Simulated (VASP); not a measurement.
OSZICAR of a VASP run on GaN (wurtzite):

**OSZICAR**
```
       N       E                     dE             d eps       ncg     rms          rms(c)
DAV:   1     0.279544161323E+03    0.27954E+03   -0.18516E+04  1374   0.298E+03
DAV:   2     0.909293878386E+01   -0.27045E+03   -0.26123E+03  1466   0.520E+02
DAV:   3    -0.267585553590E+02   -0.35851E+02   -0.35342E+02  1554   0.155E+02
DAV:   4    -0.282950887463E+02   -0.15365E+01   -0.15326E+01  1788   0.338E+01
DAV:   5    -0.283216736638E+02   -0.26585E-01   -0.26574E-01  1528   0.396E+00    0.107E+01
DAV:   6    -0.243609576735E+02    0.39607E+01   -0.16143E+01  2374   0.556E+01    0.315E+00
DAV:   7    -0.244559750972E+02   -0.95017E-01   -0.15445E+00  1404   0.111E+01    0.262E+00
DAV:   8    -0.244510666085E+02    0.49085E-02   -0.33075E-01  2284   0.727E+00    0.967E-01
DAV:   9    -0.244261839453E+02    0.24883E-01   -0.11899E-01  2300   0.537E+00    0.397E-01
DAV:  10    -0.244273523126E+02   -0.11684E-02   -0.61745E-03  1524   0.886E-01    0.128E-01
DAV:  11    -0.244269919828E+02    0.36033E-03   -0.30266E-03  1976   0.952E-01    0.632E-02
DAV:  12    -0.244270231311E+02   -0.31148E-04   -0.31880E-04  1404   0.133E-01    0.577E-02
DAV:  13    -0.244270172860E+02    0.58451E-05   -0.14495E-05  2212   0.405E-02    0.427E-02
DAV:  14    -0.244270175485E+02   -0.26245E-06   -0.73842E-05  2304   0.985E-02    0.299E-02
DAV:  15    -0.244270148673E+02    0.26812E-05   -0.12083E-05  1776   0.336E-02    0.193E-02
DAV:  16    -0.244270143255E+02    0.54174E-06   -0.19884E-06  1890   0.971E-03    0.116E-02
DAV:  17    -0.244270141954E+02    0.13012E-06   -0.13610E-06  1750   0.100E-02    0.257E-03
DAV:  18    -0.244270142261E+02   -0.30680E-07   -0.32837E-07  1116   0.417E-03
   1 F= -.24427014E+02 E0= -.24427014E+02  d E =-.244270E+02
       N       E                     dE             d eps       ncg     rms          rms(c)
DAV:   1    -0.244272810408E+02   -0.26685E-03   -0.80089E-03  1394   0.756E-01    0.940E-02
DAV:   2    -0.244271407150E+02    0.14033E-03   -0.52438E-04  1584   0.339E-01    0.571E-02
DAV:   3    -0.244270431592E+02    0.97556E-04   -0.16222E-04  1918   0.203E-01    0.517E-03
DAV:   4    -0.244270467681E+02   -0.36089E-05   -0.43446E-05  1350   0.670E-02    0.357E-03
DAV:   5    -0.244270464206E+02    0.34748E-06   -0.19252E-06  1774   0.139E-02    0.977E-04
DAV:   6    -0.244270464558E+02   -0.35227E-07   -0.46461E-07  1380   0.619E-03
   2 F= -.24427046E+02 E0= -.24427046E+02  d E =-.322297E-04
```

Which electronic solver shows in the log?

It is blocked Davidson (ALGO = Normal, or the opening steps of other solvers). The INCAR had ALGO = Normal.

Can the final energy be trusted as converged?

The run converged. It stopped with EDIFF = 1E-7, NELM = 100, NSW = 30 and EDIFFG = -0.01 after 2 ionic steps (PW91 GGA, plane waves, VASP's PBE PAW potentials (set 64)).

The compound is GaN in the wurtzite structure. This cell is one point of a volume scan, at 1.06 of the reference volume. Symmetry was kept, so distortions that lower it aren't found.
